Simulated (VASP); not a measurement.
KI (rock salt): the lattice constant a from VASP (plane waves, PAW) at several levels of theory. Static lattice.

| level | lattice constant a (Å) |
|---|---|
| LDA | 6.829 |
| PBE | 7.190 |
| PBEsol | 7.016 |
| RPBE | 7.434 |
| AM05 | 7.158 |
| PBE-D3(BJ) | 7.013 |
| optB88-vdW | 7.026 |
| revTPSS | 7.175 |
| SCAN | 7.062 |
| r2SCAN | 7.097 |
| HSE06 | 7.150 |
| HSEsol | 7.016 |

The cell of the LDA run:

```yaml
crystal:
  lattice:
    - [0.00000, 3.41426, 3.41426]
    - [3.41426, 0.00000, 3.41426]
    - [3.41426, 3.41426, 0.00000]
  atoms:
    - { symbol: K, position: [0.00000, 0.00000, 0.00000] }
    - { symbol: I, position: [0.50000, 0.50000, 0.50000] }
```

Only levels that ran to the end are used. Left out are those held back, those with too coarse a band path, GW runs whose mesh misses a band edge, hybrids' fits of cells that aren't cubic and levels without matching references; a question may draw on a part of the rest.

The compound is KI in the rock salt structure.
